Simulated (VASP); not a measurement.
Data:

```xyz
1
Lattice="-2.9158 2.9158 2.9158 2.9158 -2.9158 2.9158 2.9158 2.9158 -2.9158" Properties=species:S:1:pos:R:3 pbc="T T T"
Rb     0.0000     0.0000     0.0000
```

The numbers are results of revPBE GGA, VASP's PBE PAW potentials (set 64) (plane waves; VASP), not measurements. Settings: 520 eV cut-off, 8×8×8 Γ-centred mesh, first-order Methfessel-Paxton smearing of 0.10 eV, potentials Rb_sv.

Question: Predict the energy per atom (σ→0), band gap (on the k-mesh) with the smallest direct gap where there is one.

Answer: 
```json
{
  "band gap (on the k-mesh)": "none (metal, semimetal or under 0.01 eV)",
  "energy per atom (σ→0)": "-0.827 eV/atom"
}
```

Total energies compare only between runs with the same potentials, cut-off and functional.

The compound is Rb in the bcc structure. It was relaxed first, which changed the volume by +10 %. The start is the result of an earlier pass.
